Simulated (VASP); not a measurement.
# Li2Pt: structure and properties in VASP

Aim: relax Li2Pt, then compute properties on the relaxed cell. The steps: full relaxation (LDA), second relaxation, density, ELF and potential (LDA), band structure (LDA), total and projected DOS (LDA), vibrations at Γ (LDA), volume scan with LDA and fit for LDA. The start is a cell from a database of measured crystal structures.

Method: LDA; plane waves and PAW (Li_sv, Pt), in VASP 6.6.1.

### Step 1. Set-up

Before any relaxation, the start is as follows. The structure is hexagonal, space group P6/mmm (No. 191). The conventional cell has a = 4.186 Å, b = 4.186 Å, c = 2.661 Å, α = 90.00°, β = 90.00°, γ = 120.00°. Li has 5 Li at 2.42 to 2.66 Å and 6 Pt at 2.76 Å nearest. Nearest to Pt lie 2 Pt at 2.66 Å and 12 Li at 2.76 Å. Farther neighbours are not listed.

### Step 2. Full relaxation (LDA)

Properties are meant for the cell that this level of theory prefers, so cell and atoms are relaxed first (ISIF = 3) until forces and stress are small; EDIFFG sets the threshold. LDA, the lowest rung, knows the local density alone.

File INCAR:

```
SYSTEM = Li2Pt
PREC = Accurate
ENCUT = 650
EDIFF = 1E-06
NELM = 100
ISMEAR = 1
SIGMA = 0.2
LREAL = .FALSE.
ALGO = Normal
GGA = CA
NBANDS = 14
LASPH = .TRUE.
LORBIT = 11
LWAVE = .FALSE.
LCHARG = .FALSE.
KPAR = 2
IBRION = 2
NSW = 60
ISIF = 3
EDIFFG = -0.01
```

File POSCAR:

```
Li2Pt
1.0
    4.1860000000      0.0000000000      0.0000000000
   -2.0930000000      3.6251823402      0.0000000000
    0.0000000000      0.0000000000      2.6610000000
Li Pt
2 1
Direct
    0.3333333333      0.6666666667      0.5000000000
    0.6666666667      0.3333333333      0.5000000000
    0.0000000000      0.0000000000      0.0000000000
```

File KPOINTS:

```
Automatic mesh
0
Gamma
6 6 8
0 0 0
```

PAW data sets: Li_sv and Pt (LDA family, release 64).

On the command line:

```sh
> mpirun -np 2 vasp_std
```

The log of the run:

```text
[banner, memory and clock lines left out]
running    2 mpi-ranks, on    1 nodes
 distrk:  each k-point on    1 cores,    2 groups
 distr:  one band on    1 cores,    1 groups

 POSCAR found type information on POSCAR LiPt
 POSCAR found :  2 types and       3 ions
 LDA part: xc-table for (Slater(with rela. corr.)+CA(PZ))
 , standard interpolation
 POSCAR, INCAR and KPOINTS ok, starting setup
 FFT: planning ... GRIDC
 FFT: planning ... GRID_SOFT
 FFT: planning ... GRID
 WAVECAR not read
 entering main loop
       N       E                     dE             d eps       ncg     rms          rms(c)
DAV:   1     0.820187912445E+02    0.82019E+02   -0.82707E+03   988   0.138E+03
DAV:   2    -0.589356529645E+01   -0.87912E+02   -0.80152E+02  1102   0.275E+02
DAV:   3    -0.137890263688E+02   -0.78955E+01   -0.77436E+01  1860   0.544E+01
DAV:   4    -0.139219993423E+02   -0.13297E+00   -0.13283E+00  1102   0.986E+00
DAV:   5    -0.139250068756E+02   -0.30075E-02   -0.30073E-02  1438   0.110E+00    0.764E+00
DAV:   6    -0.134633132002E+02    0.46169E+00   -0.33969E+00  1082   0.154E+01    0.296E+00
DAV:   7    -0.132063561702E+02    0.25696E+00   -0.41073E-01  1058   0.596E+00    0.100E+00
DAV:   8    -0.131836387080E+02    0.22717E-01   -0.39350E-02  1246   0.140E+00    0.531E-01
DAV:   9    -0.131793103093E+02    0.43284E-02   -0.15449E-02  1308   0.101E+00    0.121E-01
DAV:  10    -0.131793521449E+02   -0.41836E-04   -0.23457E-04  1234   0.129E-01    0.232E-02
DAV:  11    -0.131793479342E+02    0.42107E-05   -0.18494E-05  1364   0.354E-02    0.405E-03
DAV:  12    -0.131793478515E+02    0.82741E-07   -0.51464E-07   872   0.615E-03
   1 F= -.13179348E+02 E0= -.13178314E+02  d E =-.131793E+02
 curvature:   0.00 expect dE= 0.000E+00 dE for cont linesearch  0.000E+00
 trial: gam= 0.00000 g(F)=  0.134E-47 g(S)=  0.623E-01 ort = 0.000E+00 (trialstep = 0.100E+01)
 search vector abs. value=  0.623E-01
 bond charge predicted
       N       E                     dE             d eps       ncg     rms          rms(c)
DAV:   1    -0.138460378983E+02   -0.66669E+00   -0.60560E+00   992   0.232E+01    0.561E+00
DAV:   2    -0.134320826163E+02    0.41396E+00   -0.28189E+00  1088   0.158E+01    0.315E+00
DAV:   3    -0.132259891332E+02    0.20609E+00   -0.31139E-01  1088   0.544E+00    0.962E-01
DAV:   4    -0.132162714295E+02    0.97177E-02   -0.35299E-02  1286   0.137E+00    0.338E-01
DAV:   5    -0.132157929110E+02    0.47852E-03   -0.95756E-03  1518   0.702E-01    0.748E-02
DAV:   6    -0.132158719758E+02   -0.79065E-04   -0.31304E-04  1194   0.135E-01    0.349E-02
DAV:   7    -0.132159127131E+02   -0.40737E-04   -0.24045E-05  1410   0.335E-02    0.945E-03
DAV:   8    -0.132159131487E+02   -0.43564E-06   -0.26660E-06  1368   0.121E-02
   2 F= -.13215913E+02 E0= -.13214673E+02  d E =-.365653E-01
[...]
3 F= -.13216630E+02 E0= -.13215364E+02  d E =-.372821E-01
[...]
4 F= -.13223330E+02 E0= -.13221574E+02  d E =-.669984E-02
 trial-energy change:   -0.006700  1 .order   -0.006781   -0.010583   -0.002979
 step:   1.4743(harm=  1.4335)  dis= 0.00000  next Energy=   -13.223966 (dE=-0.734E-02)
 bond charge predicted
       N       E                     dE             d eps       ncg     rms          rms(c)
DAV:   1    -0.132296585704E+02   -0.63286E-02   -0.20674E-01  1028   0.406E+00    0.433E-01
DAV:   2    -0.132249553787E+02    0.47032E-02   -0.12667E-02  1116   0.113E+00    0.229E-01
DAV:   3    -0.132241841496E+02    0.77123E-03   -0.11622E-03  1152   0.326E-01    0.112E-01
DAV:   4    -0.132239120352E+02    0.27211E-03   -0.61836E-04  1076   0.172E-01    0.200E-02
DAV:   5    -0.132239142566E+02   -0.22214E-05   -0.32067E-05  1226   0.439E-02    0.818E-03
DAV:   6    -0.132239141041E+02    0.15251E-06   -0.14872E-06   914   0.113E-02
   5 F= -.13223914E+02 E0= -.13222132E+02  d E =-.728416E-02
 curvature:  -0.82 expect dE=-0.418E-05 dE for cont linesearch -0.235E-05
 trial: gam= 0.00000 g(F)=  0.418E-48 g(S)=  0.508E-05 ort =-0.184E-03 (trialstep = 0.112E+01)
 search vector abs. value=  0.508E-05
 reached required accuracy - stopping structural energy minimisation
```

It took 17 s on 2 MPI ranks of Intel Xeon 6975P-C (Granite Rapids), shared host; peak memory 0.33 GiB; 34 s of CPU time.

Lines that name or quote the potential files are left out of all logs, and their timing lines are given in words.

OUTCAR, selected parts (step 2):

```text
ion  position               nearest neighbor table
   1  0.333  0.667  0.500-   2 2.42   2 2.42   2 2.42   3 2.76   3 2.76   3 2.76   3 2.76   3 2.76
                             3 2.76
   2  0.667  0.333  0.500-   1 2.42   1 2.42   1 2.42   3 2.76   3 2.76   3 2.76   3 2.76   3 2.76
                             3 2.76
   3  0.000  0.000  0.000-   1 2.76   2 2.76   1 2.76   2 2.76   1 2.76   1 2.76   2 2.76   2 2.76
                             2 2.76   2 2.76   1 2.76   1 2.76

  LATTYP: Found a hexagonal cell.
 ALAT       =     4.1860000000
 C/A-ratio  =     0.6356903966

 Subroutine GETGRP returns: Found 24 space group operations
 (whereof 24 operations were pure point group operations)

The static configuration has the point symmetry D_6h.

 Found     35 irreducible k-points:

   k-points           NKPTS =     35   k-points in BZ     NKDIM =     35   number of bands    NBANDS=     14

   dimension x,y,z NGX =    36 NGY =   36 NGZ =   24
   dimension x,y,z NGXF=    72 NGYF=   72 NGZF=   48

   ENCUT  =  650.0 eV  47.77 Ry    6.91 a.u.   8.70  8.70  5.53*2*pi/ulx,y,z

   NELECT =      16.0000    total number of electrons

 k-points in reciprocal lattice and weights: Automatic mesh
   0.00000000  0.00000000  0.00000000       0.003
   0.16666667  0.00000000  0.00000000       0.021
   0.33333333  0.00000000  0.00000000       0.021
   0.50000000  0.00000000  0.00000000       0.010
   0.16666667  0.16666667  0.00000000       0.021
   0.33333333  0.16666667  0.00000000       0.042
   0.33333333  0.33333333  0.00000000       0.007
   0.00000000  0.00000000  0.12500000       0.007
   0.16666667  0.00000000  0.12500000       0.042
[...]
0.33333333  0.16666667  0.50000000       0.042
   0.33333333  0.33333333  0.50000000       0.007

 average (electrostatic) potential at core
       1 -61.6699       2 -61.6699       3 -67.7287

 E-fermi :   5.5919

 k-point     1 :       0.0000    0.0000    0.0000
  band No.  band energies     occupation
    ...
      4       1.1816      2.00000
      5       2.1936      2.00000
      6       2.1936      2.00000
      7       5.0173      2.00037
      8       5.0173      2.00037
      9       9.9279      0.00000
     10       9.9279      0.00000
     11      12.6026      0.00000
     12      12.6026      0.00000
     13      15.3933      0.00000
    ...

 k-point     2 :       0.1667    0.0000    0.0000
  band No.  band energies     occupation
    ...
      4       1.2927      2.00000
      5       2.2048      2.00000
      6       2.4081      2.00000
      7       4.9709      2.00010
      8       5.0086      2.00030
      9       8.1194     -0.00000
     10       8.6943     -0.00000
     11      13.6092      0.00000
     12      14.1436      0.00000
     13      15.9899      0.00000
    ...

 k-point     3 :       0.3333    0.0000    0.0000
  band No.  band energies     occupation
    ...
      5       2.4654      2.00000
      6       2.9605      2.00000
      7       4.8814      2.00001
      8       4.9912      2.00018
      9       5.6491      0.53765
     10       7.0798     -0.00000
     11      14.0953      0.00000
     12      16.7308      0.00000
     13      17.4024      0.00000
     14      18.9007      0.00000

  Total        0.0019413      0.0019413     -0.0175626      0.0000000      0.0000000      0.0000000
  in kB        0.0828289      0.0828289     -0.7493225      0.0000000      0.0000000      0.0000000
  external PRESSURE =      -0.1945549 kB  Pullay stress =       0.0000000 kB

  energy-cutoff  :      650.00
  volume of cell :       37.55
      direct lattice vectors                 reciprocal lattice vectors
     4.045732516  0.000000000  0.000000000     0.247174027  0.142705991 -0.000000000
    -2.022866258  3.503707136 -0.000000000     0.000000000  0.285411983 -0.000000000
    -0.000000000  0.000000000  2.649147235     0.000000000  0.000000000  0.377479963

 POSITION                                       TOTAL-FORCE (eV/Angst)
 -----------------------------------------------------------------------------------
     -0.00000      2.33580      1.32457        -0.000000      0.000000      0.000000
      2.02287      1.16790      1.32457         0.000000     -0.000000      0.000000
      0.00000      0.00000     -0.00000         0.000000      0.000000      0.000000
 -----------------------------------------------------------------------------------
    total drift:                                0.000000      0.000000     -0.000000

  FREE ENERGIE OF THE ION-ELECTRON SYSTEM (eV)
  ---------------------------------------------------
  free  energy   TOTEN  =       -13.2239141041 eV

  energy  without entropy=      -13.2185678495  energy(sigma->0) =      -13.22213202

 reached required accuracy - stopping structural energy minimisation

 total charge
# of ion       s       p       d       tot
------------------------------------------
    1        2.041   0.094   0.000   2.136
    2        2.041   0.094   0.000   2.136
    3        0.802   0.391   8.186   9.378
--------------------------------------------------
tot          4.885   0.580   8.186  13.650

[... 3 further parts left out ...]
```

The k-mesh is coarse for a metal. The run keeps the 24 symmetry operations of its start, so it cannot find a distortion of lower symmetry.

Relaxation path:

```tsv
step	energy less that of the first step (eV)	largest force (eV/Å)	pressure (GPa)	volume (Å³)
1	0.0000	0.0000	-4.47	40.38
2	-0.0366	0.0000	-0.48	38.22
3	-0.0373	0.0000	0.21	37.91
4	-0.0440	0.0000	0.03	37.66
5	-0.0446	0.0000	-0.02	37.55
```

```tsv
conventional cell, symmetrised	before	after	change
a (Å)	4.186	4.046	-3.4 %
b (Å)	4.186	4.046	-3.4 %
c (Å)	2.661	2.649	-0.4 %
volume (Å³/atom)	13.46	12.52	-7.0 %
```

The relaxed structure:

```xyz
3
Lattice="4.0457 0.0000 0.0000 -2.0229 3.5037 0.0000 0.0000 0.0000 2.6491" Properties=species:S:1:pos:R:3 pbc="T T T"
Li    0.0000    2.3358    1.3246
Li    2.0229    1.1679    1.3246
Pt    0.0000    0.0000    0.0000
```

Numbers from this step:

```yaml
electrons: 16
bands: 14
irreducible_k_points: 35
symmetry_operations: 24
free_energy_toten: -13.22 eV
energy_at_zero_smearing: -13.22 eV
fermi_energy: 5.592 eV
pressure: -0.01946 GPa
metallic_judged_on_the_points_sampled: yes
scf_cycles_over_all_ionic_steps: 39
```

It ends with forces that vanish by symmetry and a pressure of -0.02 GPa. The volume lies -7.0 % from that of the database's start, part of which can be the thermal and zero-point expansion of its experiment. LDA is known to overbind.

### Step 3. Second relaxation

The basis stayed that of the start cell while the cell moved. A rerun from the cell reached resets it; the error of the finite cutoff stays.

INCAR is that of step 2.

File POSCAR:

```
Li2Pt
1.0
    4.0457325160      0.0000000000      0.0000000000
   -2.0228662580      3.5037071357      0.0000000000
    0.0000000000      0.0000000000      2.6491472347
Li Pt
2 1
Direct
    0.3333333333      0.6666666667      0.5000000000
    0.6666666667      0.3333333333      0.5000000000
    0.0000000000      0.0000000000      0.0000000000
```

KPOINTS is that of step 2.

On the command line:

```sh
> mpirun -np 2 vasp_std
```

The log of the run:

```text
[... set-up lines as in an earlier step ...]
 entering main loop
       N       E                     dE             d eps       ncg     rms          rms(c)
DAV:   1     0.810235581630E+02    0.81024E+02   -0.83371E+03   988   0.137E+03
DAV:   2    -0.617187175213E+01   -0.87195E+02   -0.79306E+02  1162   0.276E+02
DAV:   3    -0.138800433536E+02   -0.77082E+01   -0.75523E+01  1830   0.544E+01
DAV:   4    -0.140081440093E+02   -0.12810E+00   -0.12785E+00  1134   0.968E+00
DAV:   5    -0.140110991321E+02   -0.29551E-02   -0.29551E-02  1396   0.994E-01    0.799E+00
DAV:   6    -0.134313084615E+02    0.57979E+00   -0.28986E+00  1052   0.150E+01    0.245E+00
DAV:   7    -0.132434933780E+02    0.18782E+00   -0.32024E-01  1034   0.537E+00    0.103E+00
DAV:   8    -0.132224869714E+02    0.21006E-01   -0.29387E-02  1280   0.118E+00    0.454E-01
DAV:   9    -0.132195423834E+02    0.29446E-02   -0.11382E-02  1274   0.895E-01    0.109E-01
DAV:  10    -0.132195775138E+02   -0.35130E-04   -0.19872E-04  1252   0.124E-01    0.220E-02
DAV:  11    -0.132195734378E+02    0.40760E-05   -0.21528E-05  1306   0.444E-02    0.293E-03
DAV:  12    -0.132195733398E+02    0.98044E-07   -0.45241E-07   756   0.701E-03
   1 F= -.13219573E+02 E0= -.13217792E+02  d E =-.132196E+02
 curvature:   0.00 expect dE= 0.000E+00 dE for cont linesearch  0.000E+00
 trial: gam= 0.00000 g(F)=  0.121E-48 g(S)=  0.316E-05 ort = 0.000E+00 (trialstep = 0.100E+01)
 search vector abs. value=  0.316E-05
 reached required accuracy - stopping structural energy minimisation
```

The job ended after 5.6 s (2 MPI ranks; peak memory 0.31 GiB).

OUTCAR, selected parts (step 3):

```text
  LATTYP: Found a hexagonal cell.
 ALAT       =     4.0457325160
 C/A-ratio  =     0.6548003913

The static configuration has the point symmetry D_6h.

 Found     35 irreducible k-points:

   ENCUT  =  650.0 eV  47.77 Ry    6.91 a.u.   8.41  8.41  5.51*2*pi/ulx,y,z

   NELECT =      16.0000    total number of electrons

 E-fermi :   5.5930

 k-point     1 :       0.0000    0.0000    0.0000
  band No.  band energies     occupation
    ...
      4       1.1826      2.00000
      5       2.1940      2.00000
      6       2.1940      2.00000
      7       5.0179      2.00037
      8       5.0179      2.00037
      9       9.9280      0.00000
     10       9.9280      0.00000
     11      12.6026      0.00000
     12      12.6026      0.00000
     13      15.3966      0.00000
    ...

 k-point     2 :       0.1667    0.0000    0.0000
  band No.  band energies     occupation
    ...
      4       1.2937      2.00000
      5       2.2053      2.00000
      6       2.4085      2.00000
      7       4.9715      2.00010
      8       5.0092      2.00029
      9       8.1201     -0.00000
     10       8.6944     -0.00000
     11      13.6103      0.00000
     12      14.1436      0.00000
     13      15.9925      0.00000
    ...

  Total        0.0045737      0.0045737     -0.0124335      0.0000000      0.0000000      0.0000000
  in kB        0.1951393      0.1951393     -0.5304867      0.0000000      0.0000000      0.0000000
  external PRESSURE =      -0.0467360 kB  Pullay stress =       0.0000000 kB

  energy-cutoff  :      650.00
  volume of cell :       37.55
      direct lattice vectors                 reciprocal lattice vectors
     4.045732516  0.000000000  0.000000000     0.247174027  0.142705991  0.000000000
    -2.022866258  3.503707136  0.000000000     0.000000000  0.285411983  0.000000000
     0.000000000  0.000000000  2.649147235     0.000000000  0.000000000  0.377479963

 POSITION                                       TOTAL-FORCE (eV/Angst)
 -----------------------------------------------------------------------------------
     -0.00000      2.33580      1.32457        -0.000000     -0.000000     -0.000000
      2.02287      1.16790      1.32457         0.000000      0.000000      0.000000
      0.00000      0.00000      0.00000        -0.000000      0.000000     -0.000000
 -----------------------------------------------------------------------------------
    total drift:                                0.000000      0.000000     -0.000000

  FREE ENERGIE OF THE ION-ELECTRON SYSTEM (eV)
  ---------------------------------------------------
  free  energy   TOTEN  =       -13.2195733398 eV

  energy  without entropy=      -13.2142302921  energy(sigma->0) =      -13.21779232

 total charge
# of ion       s       p       d       tot
------------------------------------------
    1        2.041   0.094   0.000   2.136
    2        2.041   0.094   0.000   2.136
    3        0.802   0.391   8.186   9.378
--------------------------------------------------
tot          4.884   0.580   8.186  13.650

[... 4 parts as in an earlier step ...]

[... 7 further parts left out ...]
```

Little changed from the start: no atom moved by 0.005 Å and no cell edge by 0.1 %.

This step gave:

* Fermi energy: 5.593 eV
* pressure: -0.004674 GPa
* SCF cycles over all ionic steps: 12

It ends with forces that vanish by symmetry and a pressure of 0.00 GPa. The volume moved by under 0.01 %: the run met its threshold at the first step.

[end of part 1 of 5]

[Lines on the potential files, build, host, timing and source positions are cut from VASP's logs without a mark.]

[Logs are printed without paths, hosts, clocks, repeated set-up lines and the standing remarks that a program may print on its own settings, such as how far it seeks lower states.]

[Hosts, paths, dates, database ids (printed as entryN), source tags and the programs' standing remarks are cut or masked in the printed files.]

[A measured line is paired with the nearest computed mode of its activity, which favours agreement.]

[In band tables of VASP the shares of atoms and orbitals are scaled to a sum of 1 inside the atoms' spheres.]
